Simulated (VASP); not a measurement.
Input:

```
CELL_PARAMETERS angstrom
      4.40649     0.00000     0.00000
      0.00000     4.40649     0.00000
      0.00000     0.00000     4.40649
ATOMIC_POSITIONS crystal
  Al 0.50000 0.50000 0.00000
  Al 0.00000 0.50000 0.50000
  Al 0.50000 0.00000 0.50000
  Ga 0.00000 0.00000 0.00000
  N  0.74479 0.74479 0.25521
  N  0.74479 0.25521 0.74479
  N  0.25521 0.25521 0.25521
  N  0.25521 0.74479 0.74479
```

The numbers are results of PBEsol GGA, VASP's PBE PAW potentials (set 64) (plane waves; VASP 6.6.1), not measurements. Numerical set-up: 520 eV cut-off, Gaussian smearing of 0.050 eV, potentials Al Ga_d N.

Task: Give the energies of bands 12 to 25 at the high-symmetry points, in eV from the valence-band maximum.

Result: 
```tsv
band	Γ	X	M	R
12	-4.88	-3.71	-4.40	-6.01
13	-2.01	-3.31	-4.40	-6.01
14	-2.01	-3.17	-2.70	-0.73
15	-2.01	-2.95	-2.70	-0.73
16	-1.98	-2.95	-2.69	-0.73
17	-1.98	-2.65	-2.57	-0.60
18	-1.98	-1.22	-0.84	-0.60
19	-0.01	-1.22	-0.55	-0.39
20	-0.01	-0.95	-0.54	-0.39
21	-0.01	-0.95	-0.54	-0.39
22	3.31	5.52	7.29	5.46
23	3.31	5.58	7.47	6.91
24	3.31	6.05	7.47	6.91
25	3.43	6.05	7.74	6.91
```

The gap is indirect, 3.31 eV, from the valence maximum at M-Γ at 0.79 to the conduction minimum at Γ.

The structure comes from a computed database's Al3GaN4 entry (P-43m); how it stands against other phases isn't given here. It was relaxed first.
